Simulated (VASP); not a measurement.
Here is a VASP 6.6.1 calculation.

INCAR

```
ALGO     = Fast           # electronic algorithm
EDIFF    = 1E-5           # SCF threshold, eV
EDIFFG   = -0.03          # ionic threshold
ENCUT    = 520            # plane-wave cutoff, eV
GGA      = PE             # functional
IBRION   = 2              # ionic algorithm
ISIF     = 3              # what is computed and relaxed
ISMEAR   = 0              # smearing method
ISYM     = 0            
KPAR     = 2            
LASPH    = T              # aspherical terms in the spheres
LCHARG   = F              # write CHGCAR
LREAL    = Auto         
LWAVE    = F              # write WAVECAR
NELM     = 80             # most SCF steps
NSW      = 110            # ionic steps
PREC     = Normal         # precision mode
SIGMA    = 0.05           # smearing width, eV
```

KPOINTS

```
k-points
0
Gamma
  3 3 3
```

Contents of POSCAR:

```
SnTeS4
1.0
    6.5774214900     -0.0108874500     -0.0703768000
   -0.0125433300      7.4722898400     -0.0043030100
   -0.0818111500     -0.0038193500      6.7146268000
Sn Te S
2 2 8
Direct
    0.0072687600      0.9985677900      0.0068862900
    0.9952625200      0.5005554800      0.0117623200
    0.4817557700      0.2408839800      0.0005522700
    0.4941411200      0.7626891700      0.0004064800
    0.8458371200      0.2506028400      0.2177256800
    0.8503645200      0.7524064000      0.2087991500
    0.1679268900      0.2499261100      0.7810646100
    0.1540051200      0.7497183500      0.7746958900
    0.3156752000      0.0013968500      0.2283008700
    0.3260818000      0.5071320600      0.2239899500
    0.6807282400      0.9961552800      0.7703167300
    0.7025423200      0.5011689700      0.7693511300
```

Potentials or basis: VASP PAW PBE potentials, release 64 (Sn_d, Te, S).

The run is started by

```sh
$ cat potpaw_PBE.64/Sn_d/POTCAR potpaw_PBE.64/Te/POTCAR potpaw_PBE.64/S/POTCAR > POTCAR
$ mpirun -np 2 vasp_std > vasp.out
```

Problem. Predict the space group after relaxing (to 0.05 Å).

Solution. P-1 (No. 2).

Problem. What does it give for the band gap on the k mesh?

Solution. 0.97 eV.

Problem. Predict the relaxed volume.

Solution. 27.66 Å³/atom.

Final structure:
```yaml
crystal:
  lattice:
    - [6.52785, -0.00004, 0.02784]
    - [-0.00094, 7.52957, -0.01881]
    - [0.01816, -0.01708, 6.75247]
  atoms:
    - { symbol: Sn, position: [0.00208, 0.00128, 0.99921] }
    - { symbol: Sn, position: [0.00179, 0.50127, 0.00098] }
    - { symbol: Te, position: [0.50136, 0.25050, 0.99996] }
    - { symbol: Te, position: [0.50157, 0.75044, 0.99782] }
    - { symbol: S, position: [0.84363, 0.25179, 0.22097] }
    - { symbol: S, position: [0.84393, 0.75262, 0.22062] }
    - { symbol: S, position: [0.15952, 0.25037, 0.77850] }
    - { symbol: S, position: [0.15968, 0.74961, 0.77813] }
    - { symbol: S, position: [0.32238, 0.00169, 0.22583] }
    - { symbol: S, position: [0.32286, 0.50184, 0.22597] }
    - { symbol: S, position: [0.68119, 0.99983, 0.77280] }
    - { symbol: S, position: [0.68160, 0.49996, 0.77304] }
```

Caveat: spin-orbit coupling is left out, which moves the levels of the heavy elements; an odd mesh through Γ misses points on the zone boundary, where band edges often lie.
